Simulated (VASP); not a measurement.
# HfB2: formation energy of interstitial O, part 3 of 5

How easily does interstitial O form in HfB2? The host is relaxed first, then a supercell is run with and without the defect. The start is a cell from a database of measured crystal structures.

VASP 6.6.1, plane waves and PAW; the level of theory is named at each step.

So far. Step 2 (The host at zero pressure): The run ended after 3 ionic steps, 0.001 eV below its first step, once forces and stress met EDIFFG = -0.02. Step 3 (The perfect supercell): The host is treated as a metal, as its relaxation found a gap under 0.3 eV or none, and only the neutral defect is run.

### 4. Relaxing the atoms

This step: r2SCAN, spin-polarised, with small moments to start from; plane waves and PAW (O) (VASP 6.6.1).

System of this step: O2. The cell holds 2 atoms: 2 O. Its edges and angles: a = 11.000 Å, b = 11.500 Å, c = 14.000 Å, α = 90.0°, β = 90.0°, γ = 90.0°. Vacuum lies along a, b and c.

The reference for O is the O2 molecule, relaxed in a box at the cutoff of the large cell.

Input file INCAR:

```
SYSTEM = O
PREC = Normal
ENCUT = 400
EDIFF = 1E-05
NELM = 120
ISMEAR = 0
SIGMA = 0.01
LREAL = Auto
ALGO = Normal
METAGGA = R2SCAN
LASPH = .TRUE.
NBANDS = 15
ISPIN = 2
MAGMOM = 1 1
LORBIT = 11
LWAVE = .FALSE.
LCHARG = .FALSE.
NCORE = 4
IBRION = 2
NSW = 20
ISIF = 2
EDIFFG = -0.03
POTIM = 0.4
MAXMIX = 40
ISYM = 0
```

Input file POSCAR:

```
O
1.0
   11.0000000000      0.0000000000      0.0000000000
    0.0000000000     11.5000000000      0.0000000000
    0.0000000000      0.0000000000     14.0000000000
O
2
Direct
    0.5000000000      0.5000000000      0.4567857100
    0.5000000000      0.5000000000      0.5432142900
```

Input file KPOINTS:

```
Automatic mesh
0
Gamma
1 1 1
0 0 0
```

The projector-augmented-wave data sets are O (PBE family, release 64).

Run with:

```console
> mpirun -np 4 vasp_gam
```

Log:

```text
[banner, memory and clock lines left out]
running    4 mpi-ranks, on    1 nodes
 distrk:  each k-point on    4 cores,    1 groups
 distr:  one band on    4 cores,    1 groups

 POSCAR found type information on POSCAR O
 POSCAR found :  1 types and       2 ions
|                                                                             |
|               ----> ADVICE to this user running VASP <----                  |
|                                                                             |
|     You have a (more or less) 'small supercell' and for smaller cells       |
|     it is recommended to use the reciprocal-space projection scheme!        |
|     The real-space optimization is not efficient for small cells and it     |
|     is also less accurate ...                                               |
|     Therefore, set LREAL=.FALSE. in the INCAR file.                         |
|                                                                             |

 [... a notice as in an earlier step ...]

 LDA part: xc-table for (None), standard interpolation
 POSCAR, INCAR and KPOINTS ok, starting setup
 FFT: planning ... GRIDC
 FFT: planning ... GRID_SOFT
 FFT: planning ... GRID
 WAVECAR not read
 entering main loop
       N       E                     dE             d eps       ncg     rms          rms(c)
DAV:   1     0.137646939757E+03    0.13765E+03   -0.24493E+03    76   0.336E+02
DAV:   2     0.383641154442E+02   -0.99283E+02   -0.96402E+02   105   0.773E+01
DAV:   3    -0.139663102902E+02   -0.52330E+02   -0.51831E+02   106   0.717E+01
DAV:   4    -0.161634381995E+02   -0.21971E+01   -0.21944E+01    74   0.180E+01
DAV:   5    -0.162082642763E+02   -0.44826E-01   -0.44814E-01    74   0.245E+00    0.633E+00
DAV:   6    -0.117457531325E+02    0.44625E+01   -0.23401E+00    74   0.113E+01    0.305E+00
DAV:   7    -0.118514872509E+02   -0.10573E+00   -0.25800E-01    67   0.413E+00    0.158E+00
DAV:   8    -0.118579555425E+02   -0.64683E-02   -0.10072E-01    88   0.220E+00    0.491E-01
DAV:   9    -0.118684065984E+02   -0.10451E-01   -0.12847E-02    60   0.990E-01    0.236E-01
DAV:  10    -0.118745476384E+02   -0.61410E-02   -0.31009E-03    60   0.493E-01    0.101E-01
DAV:  11    -0.118737292409E+02    0.81840E-03   -0.85730E-04    60   0.279E-01    0.251E-02
DAV:  12    -0.118744391823E+02   -0.70994E-03   -0.20113E-04    74   0.144E-01    0.113E-02
DAV:  13    -0.118747743031E+02   -0.33512E-03   -0.10250E-04    60   0.994E-02    0.746E-03
DAV:  14    -0.118747935690E+02   -0.19266E-04   -0.95688E-05    60   0.902E-02    0.540E-03
DAV:  15    -0.118748002848E+02   -0.67158E-05   -0.50566E-05    60   0.686E-02
   1 F= -.11874800E+02 E0= -.11874800E+02  d E =-.118748E+02  mag=     2.0000
 curvature:   0.00 expect dE= 0.000E+00 dE for cont linesearch  0.000E+00
 trial: gam= 0.00000 g(F)=  0.101E+00 g(S)=  0.000E+00 ort = 0.000E+00 (trialstep = 0.100E+01)
 search vector abs. value=  0.101E+00
 bond charge predicted
       N       E                     dE             d eps       ncg     rms          rms(c)
DAV:   1    -0.117373692388E+02    0.13742E+00   -0.24984E+01    74   0.328E+01    0.190E+00
DAV:   2    -0.116619236115E+02    0.75446E-01   -0.43708E-01    74   0.479E+00    0.718E-01
DAV:   3    -0.116782827682E+02   -0.16359E-01   -0.31944E-02    67   0.171E+00    0.295E-01
DAV:   4    -0.116878243689E+02   -0.95416E-02   -0.81556E-03    60   0.820E-01    0.154E-01
DAV:   5    -0.116930992090E+02   -0.52748E-02   -0.27958E-03    60   0.500E-01    0.557E-02
DAV:   6    -0.116960381917E+02   -0.29390E-02   -0.81759E-04    60   0.279E-01    0.252E-02
DAV:   7    -0.116967313162E+02   -0.69312E-03   -0.28497E-04    60   0.170E-01    0.160E-02
DAV:   8    -0.116974835843E+02   -0.75227E-03   -0.20121E-04    60   0.133E-01    0.984E-03
DAV:   9    -0.116977367038E+02   -0.25312E-03   -0.16046E-04    67   0.123E-01    0.639E-03
DAV:  10    -0.116979488187E+02   -0.21211E-03   -0.11520E-04    60   0.117E-01    0.497E-03
DAV:  11    -0.116984624103E+02   -0.51359E-03   -0.97125E-05    67   0.104E-01    0.270E-03
DAV:  12    -0.116980952056E+02    0.36720E-03   -0.48346E-05    60   0.738E-02    0.210E-03
DAV:  13    -0.116982492248E+02   -0.15402E-03   -0.29664E-05    88   0.568E-02    0.164E-03
DAV:  14    -0.116984364392E+02   -0.18721E-03   -0.28623E-05    60   0.560E-02    0.998E-04
DAV:  15    -0.116983847034E+02    0.51736E-04   -0.25621E-05    60   0.509E-02    0.651E-04
DAV:  16    -0.116983775643E+02    0.71392E-05   -0.14560E-05    88   0.362E-02
   2 F= -.11698378E+02 E0= -.11698378E+02  d E =0.176423E+00  mag=     2.0000
 trial-energy change:    0.176423  1 .order    0.149478   -0.101363    0.400318
 step:   0.1590(harm=  0.2020)  dis= 0.00703  next Energy=   -11.882749 (dE=-0.795E-02)
 bond charge predicted
       N       E                     dE             d eps       ncg     rms          rms(c)
DAV:   1    -0.118087909333E+02   -0.11041E+00   -0.17159E+01    81   0.278E+01    0.151E+00
DAV:   2    -0.118787196748E+02   -0.69929E-01   -0.42420E-01    81   0.418E+00    0.288E-01
DAV:   3    -0.118826352632E+02   -0.39156E-02   -0.91354E-03    81   0.793E-01    0.131E-01
DAV:   4    -0.118827137552E+02   -0.78492E-04   -0.93568E-04    67   0.271E-01    0.757E-02
DAV:   5    -0.118829398460E+02   -0.22609E-03   -0.12619E-04    74   0.101E-01    0.560E-02
DAV:   6    -0.118828222191E+02    0.11763E-03   -0.93801E-05    67   0.923E-02    0.358E-02
DAV:   7    -0.118827918750E+02    0.30344E-04   -0.84222E-05    74   0.837E-02    0.148E-02
DAV:   8    -0.118825599367E+02    0.23194E-03   -0.33376E-05    74   0.565E-02    0.578E-03
DAV:   9    -0.118825554933E+02    0.44435E-05   -0.14631E-05    74   0.392E-02
   3 F= -.11882555E+02 E0= -.11882555E+02  d E =-.775521E-02  mag=     2.0000
 curvature:  -0.10 expect dE=-0.452E-05 dE for cont linesearch -0.448E-05
 trial: gam= 0.00000 g(F)=  0.449E-04 g(S)=  0.000E+00 ort =-0.212E-02 (trialstep = 0.832E+00)
 search vector abs. value=  0.449E-04
 reached required accuracy - stopping structural energy minimisation
```

Elapsed: 84 s, on 4 MPI ranks of AMD EPYC 7R43, shared host; peak memory 0.99 GiB.

Parts of OUTCAR (step 4):

```text
 Found      1 irreducible k-points:

   k-points           NKPTS =      1   k-points in BZ     NKDIM =      1   number of bands    NBANDS=     15

   dimension x,y,z NGX =    54 NGY =   56 NGZ =   70
   dimension x,y,z NGXF=   108 NGYF=  112 NGZF=  140

   ENCUT  =  400.0 eV  29.40 Ry    5.42 a.u.  17.94 18.75 22.83*2*pi/ulx,y,z

   NELECT =      12.0000    total number of electrons

 E-fermi :  -7.4332

 spin component 1
 k-point     1 :       0.0000    0.0000    0.0000
  band No.  band energies     occupation
    ...
      3     -14.1271      1.00000
      4     -14.1261      1.00000
      5     -13.9576      1.00000
      6      -7.5390      1.00000
      7      -7.5378      1.00000
      8      -0.0176      0.00000
      9       0.7036      0.00000
     10       0.7403      0.00000
     11       1.1025      0.00000
     12       1.1393      0.00000
    ...

 spin component 2
 k-point     1 :       0.0000    0.0000    0.0000
  band No.  band energies     occupation
      1     -32.8575      1.00000
      2     -19.5657      1.00000
      3     -12.8562      1.00000
      4     -11.6393      1.00000
      5     -11.6382      1.00000
      6      -4.1278      0.00000
      7      -4.1262      0.00000
      8       0.0194      0.00000
      9       0.7598      0.00000
     10       0.7794      0.00000
    ...

  Total       -1.4757322     -1.4436427     -1.1899481     -0.0000829      0.0010268      0.0010328
  in kB       -1.3350562     -1.3060258     -1.0765149     -0.0000750      0.0009289      0.0009343
  external PRESSURE =      -1.2391990 kB  Pullay stress =       0.0000000 kB

  energy-cutoff  :      400.00
  volume of cell :     1771.00
      direct lattice vectors                 reciprocal lattice vectors
    11.000000000  0.000000000  0.000000000     0.090909091  0.000000000  0.000000000
     0.000000000 11.500000000  0.000000000     0.000000000  0.086956522  0.000000000
     0.000000000  0.000000000 14.000000000     0.000000000  0.000000000  0.071428571

 POSITION                                       TOTAL-FORCE (eV/Angst)
 -----------------------------------------------------------------------------------
      5.50001      5.75001      6.38797         0.001089      0.001951      0.024010
      5.49999      5.74999      7.61203        -0.001089     -0.001951     -0.024010
 -----------------------------------------------------------------------------------
    total drift:                               -0.000013     -0.000058      0.000503

  FREE ENERGIE OF THE ION-ELECTRON SYSTEM (eV)
  ---------------------------------------------------
  free  energy   TOTEN  =       -11.8825554933 eV

  energy  without entropy=      -11.8825554933  energy(sigma->0) =      -11.88255549

 total charge
# of ion       s       p       d       tot
------------------------------------------
    1        1.642   3.312   0.000   4.954
    2        1.642   3.312   0.000   4.954
--------------------------------------------------
tot          3.285   6.623   0.000   9.908

 magnetization (x)
# of ion       s       p       d       tot
------------------------------------------
    1        0.014   0.823   0.000   0.837
    2        0.014   0.823   0.000   0.837
--------------------------------------------------
tot          0.029   1.646   0.000   1.675

[... 1 part as in an earlier step ...]

[... 3 further parts left out ...]
```

CONTCAR:

```
O
   1.00000000000000
    11.0000000000000000    0.0000000000000000    0.0000000000000000
     0.0000000000000000   11.5000000000000000    0.0000000000000000
     0.0000000000000000    0.0000000000000000   14.0000000000000000
  O
     2
Direct
     0.5000010009829872    0.5000011351967292    0.4562835387989884
     0.4999989990170128    0.4999988648032708    0.5437164612010116
```

The steps of the relaxation:

```
step  energy less that of the first step (eV)  largest force (eV/Å)
   1                                   0.0000                1.1459
   2                                   0.1764                4.5258
   3                                  -0.0078                0.0241
```

The relaxed structure:

```cif
data_structure
_symmetry_space_group_name_H-M 'P 1'
_symmetry_Int_Tables_number 1
_cell_length_a 11.0000
_cell_length_b 11.5000
_cell_length_c 14.0000
_cell_angle_alpha 90.000
_cell_angle_beta 90.000
_cell_angle_gamma 90.000
_cell_volume 1771.00
loop_
_atom_site_label
_atom_site_type_symbol
_atom_site_fract_x
_atom_site_fract_y
_atom_site_fract_z
_atom_site_occupancy
O1 O 0.50000 0.50000 0.45628 1
O2 O 0.50000 0.50000 0.54372 1
```

Numbers from this step:

```yaml
electronic_cycles: 40
electrons: 12
free_energy_toten: -11.88 eV
moment_of_the_cell_from_the_last_line_of_the_log: 2 μB
gap_between_the_highest_filled_and_lowest_empty_level: 3.41 eV
```

Spin moment in the PAW sphere by atom:

```
atom  spin moment in the PAW sphere (μB)
  O1                               0.837
  O2                               0.837
```

The run ended after 3 ionic steps, 0.008 eV below its first step, once the forces on the free atoms met EDIFFG = -0.03.

Energy at zero smearing: -11.88256 eV.

### 5. Reference B

This step: r2SCAN; plane waves and PAW (B) (VASP 6.6.1).

System of this step: B. It takes space group R-3m (No. 166, trigonal). Conventional cell: a = 4.898 Å, b = 4.898 Å, c = 12.524 Å, α = 90.00°, β = 90.00°, γ = 120.00°. B has 6 B at 1.67 to 1.80 Å nearest. B has 5 B at 1.77 to 1.80 Å nearest.

B is not exchanged here; its energy serves the host's formation enthalpy.

Input file INCAR:

```
SYSTEM = B
PREC = Normal
ENCUT = 400
EDIFF = 1E-05
NELM = 120
ISMEAR = 0
SIGMA = 0.1
LREAL = Auto
ALGO = Normal
METAGGA = R2SCAN
LASPH = .TRUE.
NBANDS = 30
LORBIT = 11
LWAVE = .FALSE.
LCHARG = .FALSE.
KPAR = 4
IBRION = 2
NSW = 25
ISIF = 3
EDIFFG = -0.02
POTIM = 0.4
```

Input file POSCAR:

```
B
1.0
    2.4491963929      1.4140441968      4.1747204365
   -2.4491963929      1.4140441968      4.1747204365
    0.0000000000     -2.8280883935      4.1747204365
B
12
Direct
    0.0099700400      0.6542851200      0.0099700400
    0.0099700400      0.0099700400      0.6542851200
    0.6542851200      0.0099700400      0.0099700400
    0.3457148800      0.9900299600      0.9900299600
    0.9900299600      0.3457148800      0.9900299600
    0.9900299600      0.9900299600      0.3457148800
    0.2205655700      0.6316348300      0.2205655700
    0.2205655700      0.2205655700      0.6316348300
    0.6316348300      0.2205655700      0.2205655700
    0.3683651700      0.7794344300      0.7794344300
    0.7794344300      0.3683651700      0.7794344300
    0.7794344300      0.7794344300      0.3683651700
```

Input file KPOINTS:

```
Automatic mesh
0
Gamma
7 7 7
0 0 0
```

PAW data sets: B (PBE family, release 64).

Run with:

```console
> mpirun -np 4 vasp_std
```

Log:

```text
[banner, memory and clock lines left out]
running    4 mpi-ranks, on    1 nodes
 distrk:  each k-point on    1 cores,    4 groups
 distr:  one band on    1 cores,    1 groups

 POSCAR found type information on POSCAR B
 POSCAR found :  1 types and      12 ions
 [... a notice as in an earlier step ...]

 LDA part: xc-table for (None), standard interpolation
 POSCAR, INCAR and KPOINTS ok, starting setup
 FFT: planning ... GRIDC
 FFT: planning ... GRID_SOFT
 FFT: planning ... GRID
 WAVECAR not read
 entering main loop
       N       E                     dE             d eps       ncg     rms          rms(c)
DAV:   1     0.383044851160E+02    0.38304E+02   -0.14684E+04  2640   0.922E+02
DAV:   2    -0.931413727129E+02   -0.13145E+03   -0.12548E+03  3354   0.194E+02
DAV:   3    -0.975685098865E+02   -0.44271E+01   -0.43930E+01  3456   0.323E+01
DAV:   4    -0.975975959891E+02   -0.29086E-01   -0.29061E-01  3446   0.275E+00
DAV:   5    -0.975978724483E+02   -0.27646E-03   -0.27643E-03  3448   0.259E-01    0.115E+01
DAV:   6    -0.884762370614E+02    0.91216E+01   -0.42478E+00  3026   0.115E+01    0.669E+00
DAV:   7    -0.881333931699E+02    0.34284E+00   -0.19198E+00  3248   0.700E+00    0.217E+00
DAV:   8    -0.881185291322E+02    0.14864E-01   -0.24367E-01  3176   0.274E+00    0.312E-01
DAV:   9    -0.881189412287E+02   -0.41210E-03   -0.12511E-02  3330   0.633E-01    0.136E-01
DAV:  10    -0.881193828438E+02   -0.44162E-03   -0.14316E-03  3180   0.208E-01    0.400E-02
DAV:  11    -0.881194026771E+02   -0.19833E-04   -0.10331E-04  3402   0.611E-02    0.178E-02
DAV:  12    -0.881194069571E+02   -0.42800E-05   -0.22984E-05  2726   0.284E-02
   1 F= -.88119407E+02 E0= -.88119407E+02  d E =-.881194E+02
 curvature:   0.00 expect dE= 0.000E+00 dE for cont linesearch  0.000E+00
 trial: gam= 0.00000 g(F)=  0.786E-04 g(S)=  0.207E-03 ort = 0.000E+00 (trialstep = 0.100E+01)
 search vector abs. value=  0.286E-03
 reached required accuracy - stopping structural energy minimisation
```

Run time: 71 s. Hardware: 4 MPI ranks; peak memory 0.63 GiB.

From OUTCAR (step 5):

```text
   k-points           NKPTS =     44   k-points in BZ     NKDIM =     44   number of bands    NBANDS=     30

   ENCUT  =  400.0 eV  29.40 Ry    5.42 a.u.   8.22  8.22  8.22*2*pi/ulx,y,z

   NELECT =      36.0000    total number of electrons

 E-fermi :   6.2947

 k-point     1 :       0.0000    0.0000    0.0000
  band No.  band energies     occupation
    ...
     14       1.2740      2.00000
     15       4.5154      2.00000
     16       4.9807      2.00000
     17       4.9807      2.00000
     18       5.5299      2.00000
     19       7.5760      0.00000
     20      10.8127      0.00000
     21      10.8127      0.00000
     22      11.0181      0.00000
     23      11.0181      0.00000
    ...

  Total        0.1351677      0.1351677     -0.1672182      0.0000000     -0.0000000     -0.0000000
  in kB        2.4964232      2.4964232     -3.0883661      0.0000000     -0.0000000     -0.0000000
  external PRESSURE =       0.6348268 kB  Pullay stress =       0.0000000 kB

 POSITION                                       TOTAL-FORCE (eV/Angst)
 -----------------------------------------------------------------------------------
     -1.57805      0.91109      2.81470        -0.000660      0.000381     -0.017993
      0.00000     -1.82218      2.81470         0.000000     -0.000762     -0.017993
      1.57805      0.91109      2.81470         0.000660      0.000381     -0.017993
     -1.57805     -0.91109      9.70946        -0.000660     -0.000381      0.017993
      1.57805     -0.91109      9.70946         0.000660     -0.000381      0.017993
      0.00000      1.82218      9.70946         0.000000      0.000762      0.017993
     -1.00679      0.58127      4.47850         0.003169     -0.001829      0.001346
      0.00000     -1.16254      4.47850         0.000000      0.003659      0.001346
      1.00679      0.58127      4.47850        -0.003169     -0.001829      0.001346
     -1.00679     -0.58127      8.04566         0.003169      0.001829     -0.001346
      1.00679     -0.58127      8.04566        -0.003169      0.001829     -0.001346
      0.00000      1.16254      8.04566         0.000000     -0.003659     -0.001346
 -----------------------------------------------------------------------------------
    total drift:                                0.000000      0.000000     -0.000000

  FREE ENERGIE OF THE ION-ELECTRON SYSTEM (eV)
  ---------------------------------------------------
  free  energy   TOTEN  =       -88.1194069571 eV

  energy  without entropy=      -88.1194069571  energy(sigma->0) =      -88.11940696

[... 1 part as in an earlier step ...]

[... 15 further parts left out ...]
```

CONTCAR:

```
B
   1.00000000000000
     2.4491963928999998    1.4140441967999999    4.1747204365000004
    -2.4491963928999998    1.4140441967999999    4.1747204365000004
     0.0000000000000000   -2.8280883934999999    4.1747204365000004
  B
    12
Direct
     0.0099700399999989    0.6542851199999973    0.0099700399999989
     0.0099700399999989    0.0099700399999989    0.6542851199999973
     0.6542851199999973    0.0099700399999989    0.0099700399999989
     0.3457148800000027    0.9900299600000011    0.9900299600000011
     0.9900299600000011    0.3457148800000027    0.9900299600000011
     0.9900299600000011    0.9900299600000011    0.3457148800000027
     0.2205655699999980    0.6316348300000030    0.2205655699999980
     0.2205655699999980    0.2205655699999980    0.6316348300000030
     0.6316348300000030    0.2205655699999980    0.2205655699999980
     0.3683651699999970    0.7794344300000020    0.7794344300000020
     0.7794344300000020    0.3683651699999970    0.7794344300000020
     0.7794344300000020    0.7794344300000020    0.3683651699999970
```

The gap is read on the k-mesh alone, so it is an upper bound where the band edges lie off the mesh. The run keeps the 12 symmetry operations of its start, so it cannot find a distortion of lower symmetry.

Little changed from the start: no atom moved by 0.005 Å and no cell edge by 0.1 %.

Numbers from this step:

```
electronic cycles                               : 12
electrons                                       : 36
free energy (TOTEN)                             : -88.1194 eV
Fermi energy                                    : 6.295 eV
labelled metallic, from the levels on this mesh : no
gap on the k-mesh                               : 1.626 eV
least direct gap on the k-mesh                  : 2.035 eV
```

The start already met the threshold, so nothing moved, which says little where the restoring forces are soft.

Energy at zero smearing: -88.11941 eV.

(Continued in part 4 of 5.)

[Lines on the potential files, build, host, timing and source positions are cut from VASP's logs without a mark.]

[Logs are printed without paths, hosts, clocks, repeated set-up lines and the standing remarks that a program may print on its own settings, such as how far it seeks lower states.]

[Hosts, paths, dates, database ids (printed as entryN), source tags and the programs' standing remarks are cut or masked in the printed files.]

[In band tables of VASP the shares of atoms and orbitals are scaled to a sum of 1 inside the atoms' spheres.]

[Runs that stopped without an error message from VASP are left out.]
